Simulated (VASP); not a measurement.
# KBeCl3 (Pm-3m) in VASP: further runs, part 2 of 2

VASP 6.6.1. The steps go on from the part before.

## Step 3: Relaxation of cell and atoms, PBE (species swapped into the Lu3PbC type (Pm-3m, No. 221))

Input file INCAR:

```
ALGO = Normal
EDIFF = 1E-6
EDIFFG = -0.04
ENCUT = 600
GGA = PE
IBRION = 2
ISIF = 3
ISMEAR = 0
LASPH = True
LCHARG = False
LREAL = False
LWAVE = False
NELM = 80
NSW = 90
PREC = Accurate
SIGMA = 0.1
```

Input file KPOINTS:

```
k-points
0
Gamma
  4 4 4
```

Input file POSCAR:

```
KBeCl3
1.0
    4.9542453300      0.0000000000      0.0000000000
    0.0000000000      4.9542453300      0.0000000000
    0.0000000000      0.0000000000      4.9542453300
K Be Cl
1 1 3
Direct
    0.0000000000      0.0000000000      0.0000000000
    0.5000000000      0.5000000000      0.5000000000
    0.5000000000      0.0000000000      0.0000000000
    0.0000000000      0.5000000000      0.0000000000
    0.0000000000      0.0000000000      0.5000000000
```

Potentials or basis: VASP PAW PBE potentials, release 64 (K_sv, Be, Cl).

Started as:

```bash
$ cat potpaw_PBE.64/K_sv/POTCAR potpaw_PBE.64/Be/POTCAR potpaw_PBE.64/Cl/POTCAR > POTCAR
$ mpirun -np 1 vasp_std > vasp.out
```

OUTCAR:

```text
EDIFF = 1E-6
   EDIFFG = -0.04
   ENCUT = 600
   GGA = PE
   IBRION = 2
   ISIF = 3
   ISMEAR = 0
   LASPH = True
   LREAL = False
   NELM = 80
   NSW = 90
   PREC = Accurate

 ion  position               nearest neighbor table
   1  0.000  0.000  0.000-   3 2.48   4 2.48   5 2.48   5 2.48   4 2.48   3 2.48
   2  0.500  0.500  0.500-
   3  0.500  0.000  0.000-   1 2.48   1 2.48
   4  0.000  0.500  0.000-   1 2.48   1 2.48
   5  0.000  0.000  0.500-   1 2.48   1 2.48

  LATTYP: Found a simple cubic cell.
 ALAT       =     4.9542453300

  Lattice vectors:

 A1 = (   4.9542453300,   0.0000000000,   0.0000000000)
 A2 = (   0.0000000000,   4.9542453300,   0.0000000000)
 A3 = (   0.0000000000,   0.0000000000,   4.9542453300)

Analysis of symmetry for initial positions (statically):
=====================================================================
 Subroutine PRICEL returns:
 Original cell was already a primitive cell.

 Routine SETGRP: Setting up the symmetry group for a
 simple cubic supercell.

 Subroutine GETGRP returns: Found 48 space group operations
 (whereof 48 operations were pure point group operations)
 out of a pool of 48 trial point group operations.

The static configuration has the point symmetry O_h .

Analysis of symmetry for dynamics (positions and initial velocities):
=====================================================================
 Subroutine PRICEL returns:
 Original cell was already a primitive cell.

 Routine SETGRP: Setting up the symmetry group for a
 simple cubic supercell.

 Subroutine GETGRP returns: Found 48 space group operations
 (whereof 48 operations were pure point group operations)
 out of a pool of 48 trial point group operations.

The dynamic configuration has the point symmetry O_h .

 Subroutine INISYM returns: Found 48 space group operations
 (whereof 48 operations are pure point group operations),
 and found     1 'primitive' translations

----------------------------------------------------------------------------------------

                                     Primitive cell

  volume of cell :     121.5997

  direct lattice vectors                    reciprocal lattice vectors
     4.954245330  0.000000000  0.000000000     0.201847089  0.000000000  0.000000000
     0.000000000  4.954245330  0.000000000     0.000000000  0.201847089  0.000000000
     0.000000000  0.000000000  4.954245330     0.000000000  0.000000000  0.201847089

  length of vectors
     4.954245330  4.954245330  4.954245330     0.201847089  0.201847089  0.201847089

  position of ions in fractional coordinates (direct lattice)
     0.000000000  0.000000000  0.000000000
     0.500000000  0.500000000  0.500000000
     0.500000000  0.000000000  0.000000000
     0.000000000  0.500000000  0.000000000
     0.000000000  0.000000000  0.500000000

  ion indices of the primitive-cell ions
   primitive index   ion index
                 1           1
                 2           2
                 3           3
                 4           4
                 5           5

----------------------------------------------------------------------------------------

 KPOINTS: k-points

Automatic generation of k-mesh.
 Grid dimensions read from file:
 generate k-points for:    4    4    4

 Generating k-lattice:

  Cartesian coordinates                     Fractional coordinates (reciprocal lattice)
     0.050461772  0.000000000  0.000000000     0.250000000  0.000000000  0.000000000
     0.000000000  0.050461772  0.000000000     0.000000000  0.250000000  0.000000000
     0.000000000  0.000000000  0.050461772     0.000000000  0.000000000  0.250000000

  Length of vectors
     0.050461772  0.050461772  0.050461772

  Shift w.r.t. Gamma in fractional coordinates (k-lattice)
     0.000000000  0.000000000  0.000000000

 Subroutine IBZKPT returns following result:
 ===========================================

 Found     10 irreducible k-points:

 Following reciprocal coordinates:
            Coordinates               Weight
  0.000000  0.000000  0.000000      1.000000
  0.250000  0.000000  0.000000      6.000000
  0.500000  0.000000  0.000000      3.000000
  0.250000  0.250000  0.000000     12.000000
  0.500000  0.250000  0.000000     12.000000
  0.500000  0.500000  0.000000      3.000000
  0.250000  0.250000  0.250000      8.000000
  0.500000  0.250000  0.250000     12.000000
  0.500000  0.500000  0.250000      6.000000
  0.500000  0.500000  0.500000      1.000000
   k-points           NKPTS =     10   k-points in BZ     NKDIM =     10   number of bands    NBANDS=     20
   number of dos      NEDOS =    301   number of ions     NIONS =      5
   total plane-waves  NPLWV =  64000
   dimension x,y,z NGX =    40 NGY =   40 NGZ =   40
   dimension x,y,z NGXF=    80 NGYF=   80 NGZF=   80
   ions per type =               1   1   3
   NGX,Y,Z   is equivalent  to a cutoff of  13.42, 13.42, 13.42 a.u.
   NGXF,Y,Z  is equivalent  to a cutoff of  26.85, 26.85, 26.85 a.u.
 SYSTEM =  unknown system
   PREC   = accura    normal or accurate (medium, high low for compatibility)
   ISTART =      0    job   : 0-new  1-cont  2-samecut
   ICHARG =      2    charge: 1-file 2-atom 10-const
   ISPIN  =      1    spin polarized calculation?
   LNONCOLLINEAR =      F non collinear calculations
   LSORBIT =      F    spin-orbit coupling
   LASPH  =      T    aspherical Exc in radial PAW
   ENCUT  =  600.0 eV  44.10 Ry    6.64 a.u.   9.89  9.89  9.89*2*pi/ulx,y,z
   NELM   =     80;   NELMIN=  2; NELMDL= -5     # of ELM steps
   EDIFF  = 0.1E-05   stopping-criterion for ELM
   LREAL  =      F    real-space projection
   EDIFFG = -.4E-01   stopping-criterion for IOM
   NSW    =     90    number of steps for IOM
   IBRION =      2    ionic relax: 0-MD 1-quasi-New 2-CG
   NFREE  =      1    steps in history (QN), initial steepest desc. (CG)
   ISIF   =      3    stress and relaxation
   ISYM   =      2    0-nonsym 1-usesym 2-fastsym
   POTIM  = 0.5000    time-step for ionic-motion
   TEBEG  =    0.0;   TEEND  =   0.0 temperature during run
   PSTRESS=    0.0 pullay stress
   NELECT =      32.0000    total number of electrons
   NUPDOWN=      -1.0000    fix difference up-down
   EMIN   =  10.00;   EMAX   =-10.00  energy-range for DOS
   EFERMI =   0.00;   METHOD = LEGACY
   ISMEAR =     0;   SIGMA  =   0.10  broadening in eV -4-tet -1-fermi 0-gaus
   EFERMI_NEDOS =   21; number of points for ismear=-14 and -15
   IALGO  =     38    algorithm
   IMIX   =      4    mixing-type and parameters
     AMIX     =   0.40;   BMIX     =  1.00
     AMIX_MAG =   1.60;   BMIX_MAG =  1.00
  volume/ion in A,a.u.               =      24.32       164.12
  Fermi-wavevector in a.u.,A,eV,Ry     =   1.049093  1.982498 14.974519  1.100596
  Thomas-Fermi vector in A             =   2.184041
   LORBIT       =      0    0 simple, 1 ext, 2 COOP (PROOUT), +10 PAW based schemes
   GGA     = PE    functional components
   LHFCALC =     F    Hartree Fock is set to
   AEXX    =    0.0000 exact exchange contribution
   IVDW    =     0    specifies the selected vdW correction
   LEPSILON=     F    determine dielectric tensor
   LRPA    =     F    only Hartree local field effects (RPA)
 conjugate gradient relaxation of ions
 non-spin polarized calculation
 Gauss-broadening in eV      SIGMA  =   0.10
  energy-cutoff  :      600.00
  volume of cell :      121.60
 maximum number of plane-waves:      4076
 NGX is ok and might be reduce to    40
   NGX = 19   NGY = 19   NGZ = 19

--------------------------------------- Ionic step        1  -------------------------------------------

 number of electron      31.9999989 magnetization

 Free energy of the ion-electron system (eV)
  ---------------------------------------------------
  ext. energy  EPLUGINS =         0.00000000
  ---------------------------------------------------
  free energy    TOTEN  =        -7.60850433 eV

  energy without entropy =       -7.56803520  energy(sigma->0) =       -7.58826977

 E-fermi :   0.3413     XC(G=0):  -8.3190

 val. band max:        0.3150676960   @ k =   0.5000   0.0000   0.0000
 cond. band min:       0.3489951199   @ k =   0.2500   0.0000   0.0000
 fundamental gap:      0.0339274239
 Fermi energy:         0.3413099722

 k-point     1 :       0.0000    0.0000    0.0000
  band No.  band energies     occupation
      1     -26.1916      2.00000
      2     -13.3349      2.00000
      3     -12.9231      2.00000
      4     -12.9231      2.00000
      5     -10.4154      2.00000
      6     -10.4154      2.00000
[... 12 lines left out ...]
     19       4.3351      0.00000
[... 359 lines left out ...]
  energy  without entropy=       -9.0872674275  energy(sigma->0) =       -9.12142004

--------------------------------------- Ionic step        5  -------------------------------------------

 number of electron      31.9999989 magnetization

 Free energy of the ion-electron system (eV)
  ---------------------------------------------------
  ext. energy  EPLUGINS =         0.00000000
  ---------------------------------------------------
  free energy    TOTEN  =        -9.18240164 eV

  energy without entropy =       -9.12423308  energy(sigma->0) =       -9.15331736

 E-fermi :  -2.6241     XC(G=0):  -6.5991

 val. band max:       -2.6250820941   @ k =   0.0000   0.0000   0.0000
 cond. band min:      -2.5784634106   @ k =   0.5000   0.2500   0.2500
 fundamental gap:      0.0466186835
 Fermi energy:        -2.6240719143

 k-point     1 :       0.0000    0.0000    0.0000
  band No.  band energies     occupation
      1     -28.9495      2.00000
      2     -15.0798      2.00000
      3     -14.9132      2.00000
      4     -14.9132      2.00000
      5     -12.6122      2.00000
      6     -12.6122      2.00000
[... 12 lines left out ...]
     19       1.0912      0.00000
[... 238 lines left out ...]
  FREE ENERGIE OF THE ION-ELECTRON SYSTEM (eV)
  ---------------------------------------------------
  free  energy   TOTEN  =        -9.1824016384 eV

  energy  without entropy=       -9.1242330803  energy(sigma->0) =       -9.15331736

 reached required accuracy - stopping structural energy minimisation
```

CONTCAR:

```text
KBeCl3
   1.00000000000000
     5.7352535337891570   -0.0000000000000000    0.0000000000000000
     0.0000000000000000    5.7352535337891570   -0.0000000000000000
     0.0000000000000000    0.0000000000000000    5.7352535337891570
  K               Be              Cl
     1     1     3
Direct
     0.0000000000000000    0.0000000000000000    0.0000000000000000
     0.5000000000000000    0.5000000000000000    0.5000000000000000
     0.5000000000000000    0.0000000000000000    0.0000000000000000
     0.0000000000000000    0.5000000000000000    0.0000000000000000
     0.0000000000000000    0.0000000000000000    0.5000000000000000

  0.00000000E+00  0.00000000E+00  0.00000000E+00
  0.00000000E+00  0.00000000E+00  0.00000000E+00
  0.00000000E+00  0.00000000E+00  0.00000000E+00
  0.00000000E+00  0.00000000E+00  0.00000000E+00
  0.00000000E+00  0.00000000E+00  0.00000000E+00
```

It took 3 min on 1 thread of AMD EPYC 7R43 (Zen 3), shared host; peak memory 0.21 GiB.

Results:

- Free energy: -9.1824 eV
- Relaxed volume: 37.73 Å³/atom
- Relaxed cell: a = 5.735 Å, b = 5.735 Å, c = 5.735 Å, α = 90.00°, β = 90.00°, γ = 90.00°
- Space group after relaxing (to 0.05 Å): Pm-3m (No. 221)
- Energy gained by relaxing: 314.8 meV/atom
- Ionic steps: 5
- Pressure after relaxing: -0.1 GPa
- Band gap on the k mesh: none (metal or under the smearing width)

The path:
```csv
step,energy change (eV),largest force (eV/Å),pressure (GPa),volume (Å³)
1,0.0000,0.0000,12.19,121.60
2,-1.3919,0.0000,2.44,157.15
3,-1.5332,0.0000,0.96,170.99
4,-1.5471,0.0000,-0.54,201.08
5,-1.5739,0.0000,-0.08,188.65
```

Final structure:
```
CELL_PARAMETERS angstrom
5.73525 0.00000 0.00000
0.00000 5.73525 0.00000
0.00000 0.00000 5.73525
ATOMIC_POSITIONS crystal
K 0.00000 0.00000 0.00000
Be 0.50000 0.50000 0.50000
Cl 0.50000 0.00000 0.00000
Cl 0.00000 0.50000 0.00000
Cl 0.00000 0.00000 0.50000
```

Caveat: the volume moved by over 15 % at a fixed basis, so the end points are rough.
